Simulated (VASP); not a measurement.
# TaBr3F3 (Pm-3m) in VASP: further runs, part 2 of 2

VASP 6.6.1. The steps go on from the part before.

## Step 3: Single point, PBE (species swapped into the Ce3GaBr3 type (Pm-3m, No. 221))

File INCAR:

```
ALGO = Normal ; EDIFF = 1E-7
ENCUT = 520 ; GGA = PE
ISIF = 2 ; ISMEAR = 0
LASPH = T ; LCHARG = F
LREAL = F ; LWAVE = F
NBANDS = 36 ; NELM = 100
PREC = Accurate ; SIGMA = 0.1
```

File KPOINTS:

```
k-points
0
Gamma
  4 4 4
```

File POSCAR:

```
TaBr3F3
1.0
    5.0384431410      0.0000000000      0.0000000000
    0.0000000000      5.0384431410      0.0000000000
    0.0000000000      0.0000000000      5.0384431410
Ta Br F
1 3 3
Direct
    0.5000000000      0.5000000000      0.5000000000
    0.5000000000      0.0000000000      0.0000000000
    0.0000000000      0.5000000000      0.0000000000
    0.0000000000      0.0000000000      0.5000000000
    0.5000000000      0.5000000000      0.0000000000
    0.0000000000      0.5000000000      0.5000000000
    0.5000000000      0.0000000000      0.5000000000
```

Potentials or basis: VASP PAW PBE potentials, release 64 (Ta_pv, Br, F).

Started as:

```console
$ cat potpaw_PBE.64/Ta_pv/POTCAR potpaw_PBE.64/Br/POTCAR potpaw_PBE.64/F/POTCAR > POTCAR
$ mpirun -np 1 vasp_std > vasp.out
```

OUTCAR:

```text
EDIFF = 1E-7
   ENCUT = 520
   GGA = PE
   ISIF = 2
   ISMEAR = 0
   LASPH = T
   LREAL = F
   NELM = 100
   PREC = Accurate

 ion  position               nearest neighbor table
   1  0.500  0.500  0.500-   5 2.52   6 2.52   7 2.52   5 2.52   7 2.52   6 2.52
   2  0.500  0.000  0.000-
   3  0.000  0.500  0.000-
   4  0.000  0.000  0.500-
   5  0.500  0.500  0.000-   1 2.52   1 2.52
   6  0.000  0.500  0.500-   1 2.52   1 2.52
   7  0.500  0.000  0.500-   1 2.52   1 2.52

  LATTYP: Found a simple cubic cell.
 ALAT       =     5.0384431410

  Lattice vectors:

 A1 = (   5.0384431410,   0.0000000000,   0.0000000000)
 A2 = (   0.0000000000,   5.0384431410,   0.0000000000)
 A3 = (   0.0000000000,   0.0000000000,   5.0384431410)

Analysis of symmetry for initial positions (statically):
=====================================================================
 Subroutine PRICEL returns:
 Original cell was already a primitive cell.

 Routine SETGRP: Setting up the symmetry group for a
 simple cubic supercell.

 Subroutine GETGRP returns: Found 48 space group operations
 (whereof 48 operations were pure point group operations)
 out of a pool of 48 trial point group operations.

The static configuration has the point symmetry O_h .

Analysis of symmetry for dynamics (positions and initial velocities):
=====================================================================
 Subroutine PRICEL returns:
 Original cell was already a primitive cell.

 Routine SETGRP: Setting up the symmetry group for a
 simple cubic supercell.

 Subroutine GETGRP returns: Found 48 space group operations
 (whereof 48 operations were pure point group operations)
 out of a pool of 48 trial point group operations.

The dynamic configuration has the point symmetry O_h .

 Subroutine INISYM returns: Found 48 space group operations
 (whereof 48 operations are pure point group operations),
 and found     1 'primitive' translations

----------------------------------------------------------------------------------------

                                     Primitive cell

  volume of cell :     127.9055

  direct lattice vectors                    reciprocal lattice vectors
     5.038443141  0.000000000  0.000000000     0.198474007  0.000000000  0.000000000
     0.000000000  5.038443141  0.000000000     0.000000000  0.198474007  0.000000000
     0.000000000  0.000000000  5.038443141     0.000000000  0.000000000  0.198474007

  length of vectors
     5.038443141  5.038443141  5.038443141     0.198474007  0.198474007  0.198474007

  position of ions in fractional coordinates (direct lattice)
     0.500000000  0.500000000  0.500000000
     0.500000000  0.000000000  0.000000000
     0.000000000  0.500000000  0.000000000
     0.000000000  0.000000000  0.500000000
     0.500000000  0.500000000  0.000000000
     0.000000000  0.500000000  0.500000000
     0.500000000  0.000000000  0.500000000

  ion indices of the primitive-cell ions
   primitive index   ion index
                 1           1
                 2           2
                 3           3
[... 34 lines left out ...]
  0.250000  0.000000  0.000000      6.000000
  0.500000  0.000000  0.000000      3.000000
  0.250000  0.250000  0.000000     12.000000
  0.500000  0.250000  0.000000     12.000000
  0.500000  0.500000  0.000000      3.000000
  0.250000  0.250000  0.250000      8.000000
  0.500000  0.250000  0.250000     12.000000
  0.500000  0.500000  0.250000      6.000000
  0.500000  0.500000  0.500000      1.000000
   k-points           NKPTS =     10   k-points in BZ     NKDIM =     10   number of bands    NBANDS=     36
   number of dos      NEDOS =    301   number of ions     NIONS =      7
   total plane-waves  NPLWV =  64000
   dimension x,y,z NGX =    40 NGY =   40 NGZ =   40
   dimension x,y,z NGXF=    80 NGYF=   80 NGZF=   80
   ions per type =               1   3   3
   NGX,Y,Z   is equivalent  to a cutoff of  13.20, 13.20, 13.20 a.u.
   NGXF,Y,Z  is equivalent  to a cutoff of  26.40, 26.40, 26.40 a.u.
 SYSTEM =  unknown system
   PREC   = accura    normal or accurate (medium, high low for compatibility)
   ISTART =      0    job   : 0-new  1-cont  2-samecut
   ICHARG =      2    charge: 1-file 2-atom 10-const
   ISPIN  =      1    spin polarized calculation?
   LNONCOLLINEAR =      F non collinear calculations
   LSORBIT =      F    spin-orbit coupling
   LASPH  =      T    aspherical Exc in radial PAW
   ENCUT  =  520.0 eV  38.22 Ry    6.18 a.u.   9.37  9.37  9.37*2*pi/ulx,y,z
   NELM   =    100;   NELMIN=  2; NELMDL= -5     # of ELM steps
   EDIFF  = 0.1E-06   stopping-criterion for ELM
   LREAL  =      F    real-space projection
   EDIFFG = 0.1E-05   stopping-criterion for IOM
   NSW    =      0    number of steps for IOM
   IBRION =     -1    ionic relax: 0-MD 1-quasi-New 2-CG
   NFREE  =      0    steps in history (QN), initial steepest desc. (CG)
   ISIF   =      2    stress and relaxation
   ISYM   =      2    0-nonsym 1-usesym 2-fastsym
   POTIM  = 0.5000    time-step for ionic-motion
   TEBEG  =    0.0;   TEEND  =   0.0 temperature during run
   PSTRESS=    0.0 pullay stress
   NELECT =      53.0000    total number of electrons
   NUPDOWN=      -1.0000    fix difference up-down
   EMIN   =  10.00;   EMAX   =-10.00  energy-range for DOS
   EFERMI =   0.00;   METHOD = LEGACY
   ISMEAR =     0;   SIGMA  =   0.10  broadening in eV -4-tet -1-fermi 0-gaus
   EFERMI_NEDOS =   21; number of points for ismear=-14 and -15
   IALGO  =     38    algorithm
   IMIX   =      4    mixing-type and parameters
     AMIX     =   0.40;   BMIX     =  1.00
     AMIX_MAG =   1.60;   BMIX_MAG =  1.00
  volume/ion in A,a.u.               =      18.27       123.31
  Fermi-wavevector in a.u.,A,eV,Ry     =   1.220498  2.306407 20.267449  1.489616
  Thomas-Fermi vector in A             =   2.355713
   LORBIT       =      0    0 simple, 1 ext, 2 COOP (PROOUT), +10 PAW based schemes
   GGA     = PE    functional components
   LHFCALC =     F    Hartree Fock is set to
   AEXX    =    0.0000 exact exchange contribution
   IVDW    =     0    specifies the selected vdW correction
   LEPSILON=     F    determine dielectric tensor
   LRPA    =     F    only Hartree local field effects (RPA)
 non-spin polarized calculation
 Gauss-broadening in eV      SIGMA  =   0.10
  energy-cutoff  :      520.00
  volume of cell :      127.91
 maximum number of plane-waves:      3468
 NGX is ok and might be reduce to    40
   NGX = 19   NGY = 19   NGZ = 19

 number of electron      53.0000029 magnetization

 Free energy of the ion-electron system (eV)
  ---------------------------------------------------
  ext. energy  EPLUGINS =         0.00000000
  ---------------------------------------------------
  free energy    TOTEN  =       -21.73777495 eV

  energy without entropy =      -21.69162511  energy(sigma->0) =      -21.71470003

 E-fermi :   2.3097     XC(G=0):  -9.9397

 val. band max:        2.3085353174   @ k =   0.5000   0.0000   0.0000
 cond. band min:       2.3356413465   @ k =   0.2500   0.2500   0.0000
 fundamental gap:      0.0271060291
 Fermi energy:         2.3096513698

 k-point     1 :       0.0000    0.0000    0.0000
  band No.  band energies     occupation
      1     -34.5179      2.00000
      2     -34.5179      2.00000
      3     -34.5179      2.00000
      4     -20.8692      2.00000
      5     -20.7030      2.00000
      6     -20.7030      2.00000
[... 379 lines left out ...]
     35      10.7816      0.00000
     36      10.7816      0.00000

------------------------ aborting loop because EDIFF is reached ----------------------------------------

  FORCE on cell =-STRESS in cart. coord.  units (eV):
  Direction    XX          YY          ZZ          XY          YZ          ZX
  --------------------------------------------------------------------------------------
  -------------------------------------------------------------------------------------
  Total       -0.3969579     -0.3969579     -0.3969579      0.0000000     -0.0000000      0.0000000
  in kB       -4.9723987     -4.9723987     -4.9723987      0.0000000     -0.0000000      0.0000000
  external PRESSURE =      -4.9723987 kB  Pullay stress =       0.0000000 kB

 VOLUME and BASIS-vectors are now :
 -----------------------------------------------------------------------------
  energy-cutoff  :      520.00
  volume of cell :      127.91
      direct lattice vectors                 reciprocal lattice vectors
     5.038443141  0.000000000  0.000000000     0.198474007  0.000000000  0.000000000
     0.000000000  5.038443141  0.000000000     0.000000000  0.198474007  0.000000000
     0.000000000  0.000000000  5.038443141     0.000000000  0.000000000  0.198474007

 POSITION                                       TOTAL-FORCE (eV/Angst)
 -----------------------------------------------------------------------------------
      2.51922      2.51922      2.51922         0.000000      0.000000      0.000000
      2.51922      0.00000      0.00000         0.000000      0.000000      0.000000
      0.00000      2.51922      0.00000         0.000000      0.000000      0.000000
      0.00000      0.00000      2.51922         0.000000      0.000000      0.000000
      2.51922      2.51922      0.00000         0.000000      0.000000      0.000000
      0.00000      2.51922      2.51922         0.000000      0.000000      0.000000
      2.51922      0.00000      2.51922         0.000000      0.000000      0.000000
 -----------------------------------------------------------------------------------
    total drift:                                0.000000      0.000000     -0.000000

  FREE ENERGIE OF THE ION-ELECTRON SYSTEM (eV)
  ---------------------------------------------------
  free  energy   TOTEN  =       -21.7377749462 eV

  energy  without entropy=      -21.6916251145  energy(sigma->0) =      -21.71470003
```

Wall time 63 s (1 thread of Intel Xeon Platinum 8559C (Emerald Rapids), shared host); peak memory 0.25 GiB.

Results:

```
Free energy            : -21.7378 eV
Pressure               : -0.5 GPa
Band gap on the k mesh : none (metal or under the smearing width)
```

Levels at points of the mesh, in eV from the Fermi level:
```
           k point  band 23  band 24  band 25  band 26  band 27  band 28  band 29  band 30  band 31  band 32
(0.00, 0.00, 0.00)    -0.27    -0.27     0.50     0.50     0.50     0.53     0.53     0.53     0.62     0.62
(0.50, 0.00, 0.00)    -1.35    -0.24     0.00     0.00     0.32     0.32     0.86     0.95     0.95     1.15
(0.50, 0.50, 0.00)    -1.58    -0.64    -0.19    -0.19    -0.01     0.62     0.93     0.93     1.10     2.43
(0.50, 0.50, 0.50)    -0.76    -0.76    -0.76    -0.12    -0.12     0.57     0.57     0.57     2.37     2.37
```

Caveat: an odd number of electrons without spin polarisation forces a metal; a magnetic or distorted state may lie lower. The run has no spin-orbit coupling, so splittings on Ta are missing.

## Step 4: Relaxation of cell and atoms, PBE (species swapped into the Ce3GaBr3 type (Pm-3m, No. 221))

File INCAR:

```
PREC     = Accurate       # precision mode
ENCUT    = 600            # plane-wave cutoff, eV
EDIFF    = 1E-6           # SCF threshold, eV
ISMEAR   = 0              # smearing method
SIGMA    = 0.1            # smearing width, eV
LREAL    = False          # projectors in reciprocal space
LASPH    = True           # aspherical terms in the spheres
NELM     = 100            # most SCF steps
ALGO     = Normal         # electronic algorithm
ISIF     = 3              # what is computed and relaxed
LWAVE    = False          # write WAVECAR
LCHARG   = False          # write CHGCAR
GGA      = PE             # functional
IBRION   = 2              # ionic algorithm
NSW      = 90             # ionic steps
EDIFFG   = -0.04          # ionic threshold
```

File KPOINTS:

```
Automatic mesh
0
Gamma
  4 4 4
```

POSCAR, as its differences from that of step 3:

```diff
@@ -2,5 +2,5 @@
 1.0
-    5.0384431410      0.0000000000      0.0000000000
-    0.0000000000      5.0384431410      0.0000000000
-    0.0000000000      0.0000000000      5.0384431410
+    5.3907748200      0.0000000000      0.0000000000
+    0.0000000000      5.3907748200      0.0000000000
+    0.0000000000      0.0000000000      5.3907748200
 Ta Br F
```

Potentials or basis: VASP PAW PBE potentials, release 64 (Ta_pv, Br, F).

Started as:

```console
$ cat potpaw_PBE.64/Ta_pv/POTCAR potpaw_PBE.64/Br/POTCAR potpaw_PBE.64/F/POTCAR > POTCAR
$ mpirun -np 1 vasp_std > vasp.out
```

OUTCAR:

```text
PREC = Accurate
   ENCUT = 600
   EDIFF = 1E-6
   ISMEAR = 0
   LREAL = False
   LASPH = True
   NELM = 100
   ISIF = 3
   GGA = PE
   IBRION = 2
   NSW = 90
   EDIFFG = -0.04

 ion  position               nearest neighbor table
   1  0.500  0.500  0.500-   5 2.70   6 2.70   7 2.70   5 2.70   7 2.70   6 2.70
   2  0.500  0.000  0.000-
   3  0.000  0.500  0.000-
   4  0.000  0.000  0.500-
   5  0.500  0.500  0.000-   1 2.70   1 2.70
   6  0.000  0.500  0.500-   1 2.70   1 2.70
   7  0.500  0.000  0.500-   1 2.70   1 2.70

  LATTYP: Found a simple cubic cell.
 ALAT       =     5.3907748200

  Lattice vectors:

 A1 = (   5.3907748200,   0.0000000000,   0.0000000000)
 A2 = (   0.0000000000,   5.3907748200,   0.0000000000)
 A3 = (   0.0000000000,   0.0000000000,   5.3907748200)

Analysis of symmetry for initial positions (statically):
=====================================================================
 Subroutine PRICEL returns:
 Original cell was already a primitive cell.

 Routine SETGRP: Setting up the symmetry group for a
 simple cubic supercell.

[... 150 lines left out ...]
 NGX is ok and might be reduce to    48
   NGX = 21   NGY = 21   NGZ = 21

--------------------------------------- Ionic step        1  -------------------------------------------

 number of electron      52.9999976 magnetization

 Free energy of the ion-electron system (eV)
  ---------------------------------------------------
  ext. energy  EPLUGINS =         0.00000000
  ---------------------------------------------------
  free energy    TOTEN  =       -20.82519931 eV

  energy without entropy =      -20.76500239  energy(sigma->0) =      -20.79510085

------------------------ aborting loop because EDIFF is reached ----------------------------------------

  FORCE on cell =-STRESS in cart. coord.  units (eV):
  Direction    XX          YY          ZZ          XY          YZ          ZX
  --------------------------------------------------------------------------------------
  -------------------------------------------------------------------------------------
  Total       -8.1001996     -8.1001996     -8.1001996      0.0000000      0.0000000      0.0000000
  in kB      -82.8424105    -82.8424105    -82.8424105      0.0000000      0.0000000      0.0000000
  external PRESSURE =     -82.8424105 kB  Pullay stress =       0.0000000 kB
[... 69 lines left out ...]
--------------------------------------- Ionic step        3  -------------------------------------------

 number of electron      52.9999986 magnetization

 Free energy of the ion-electron system (eV)
  ---------------------------------------------------
  ext. energy  EPLUGINS =         0.00000000
  ---------------------------------------------------
  free energy    TOTEN  =       -21.78095558 eV

  energy without entropy =      -21.73530857  energy(sigma->0) =      -21.75813207

 E-fermi :   2.3673     XC(G=0):  -9.9674

 val. band max:        2.3664305512   @ k =   0.5000   0.0000   0.0000
 cond. band min:       2.3947796499   @ k =   0.2500   0.2500   0.0000
 fundamental gap:      0.0283490987
 Fermi energy:         2.3673126762

 k-point     1 :       0.0000    0.0000    0.0000
  band No.  band energies     occupation
      1     -34.4536      2.00000
      2     -34.4536      2.00000
      3     -34.4536      2.00000
      4     -20.8483      2.00000
      5     -20.6795      2.00000
      6     -20.6795      2.00000
[... 363 lines left out ...]
  FREE ENERGIE OF THE ION-ELECTRON SYSTEM (eV)
  ---------------------------------------------------
  free  energy   TOTEN  =       -21.7809555765 eV

  energy  without entropy=      -21.7353085670  energy(sigma->0) =      -21.75813207

 reached required accuracy - stopping structural energy minimisation
```

OSZICAR:

```text
N       E                     dE             d eps       ncg     rms          rms(c)
DAV:   1     0.456093689637E+03    0.45609E+03   -0.28859E+04   628   0.172E+03
DAV:   2     0.292524913367E+01   -0.45317E+03   -0.44399E+03   790   0.364E+02
DAV:   3    -0.341752157808E+02   -0.37100E+02   -0.36743E+02   725   0.105E+02
[... 43 lines left out ...]
DAV:   6    -0.217809281323E+02    0.23010E-03   -0.28734E-03   829   0.232E-01    0.396E-01
DAV:   7    -0.217809905386E+02   -0.62406E-04   -0.43215E-04   774   0.149E-01    0.695E-02
DAV:   8    -0.217809544503E+02    0.36088E-04   -0.28056E-04   722   0.738E-02    0.920E-03
DAV:   9    -0.217809559487E+02   -0.14985E-05   -0.10849E-05   664   0.208E-02    0.604E-03
DAV:  10    -0.217809555765E+02    0.37228E-06   -0.37259E-06   410   0.900E-03
   3 F= -.21780956E+02 E0= -.21758132E+02  d E =-.955756E+00
```

Run time: 2.4 min. Hardware: 1 thread of Intel Xeon Platinum 8488C (Sapphire Rapids), shared host; peak memory 0.37 GiB.

Results:

* Free energy: -21.7810 eV
* Relaxed volume: 18.17 Å³/atom
* Relaxed cell: a = 5.029 Å, b = 5.029 Å, c = 5.029 Å, α = 90.00°, β = 90.00°, γ = 90.00°
* Space group after relaxing (to 0.05 Å): Pm-3m (No. 221)
* Energy gained by relaxing: 136.5 meV/atom
* Ionic steps: 3
* Pressure after relaxing: -0.2 GPa
* Band gap on the k mesh: none (metal or under the smearing width)

The path:
| step | energy change (eV) | largest force (eV/Å) | pressure (GPa) | volume (Å³) |
| --- | --- | --- | --- | --- |
| 1 | 0.0000 | 0.0000 | -8.28 | 156.66 |
| 2 | -0.9176 | 0.0000 | -2.34 | 131.86 |
| 3 | -0.9558 | 0.0000 | -0.18 | 127.18 |

Final structure:
```
Ta Br F
1.0
     5.02895    0.00000    0.00000
     0.00000    5.02895    0.00000
     0.00000    0.00000    5.02895
Ta Br F
1 3 3
Direct
  0.50000 0.50000 0.50000
  0.50000 0.00000 0.00000
  0.00000 0.50000 0.00000
  0.00000 0.00000 0.50000
  0.50000 0.50000 0.00000
  0.00000 0.50000 0.50000
  0.50000 0.00000 0.50000
```

Caveat: the volume moved by over 15 % at a fixed basis, so the end points are rough; an odd number of electrons without spin polarisation forces a metal; a magnetic or distorted state may lie lower. Spin-orbit coupling is left out, which matters for the levels of Ta.
